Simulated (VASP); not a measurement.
Data:

```yaml
crystal:
  lattice:
    - [1.64981, -5.51097, 0.00000]
    - [1.64981, 5.51097, 0.00000]
    - [0.00000, 0.00000, 4.54143]
  atoms:
    - { symbol: P, position: [0.09491, 0.90509, 0.91104] }
    - { symbol: P, position: [0.40509, 0.59491, 0.41104] }
    - { symbol: P, position: [0.59491, 0.40509, 0.58896] }
    - { symbol: P, position: [0.90509, 0.09491, 0.08896] }
```

Computed with r2SCAN meta-GGA, VASP's PBE PAW potentials (set 64) (plane waves; VASP). Run with 400 eV cut-off, 6×6×5 Γ-centred mesh, Gaussian smearing of 0.050 eV, potentials P.

Question: Predict the energy per atom (σ→0), band gap (on the k-mesh) with the smallest direct gap where there is one.

Answer: 
```
Quantity                                      Value
-----------------------------------  --------------
band gap (on the k-mesh)                    0.29 eV
smallest direct gap (on the k-mesh)         0.29 eV
energy per atom (σ→0)                -8.978 eV/atom
```

Total energies compare only between runs with the same potentials, cut-off and functional.

The compound is P in the black structure. It was relaxed first, which changed the volume by +9 %. The start is the result of an earlier pass.
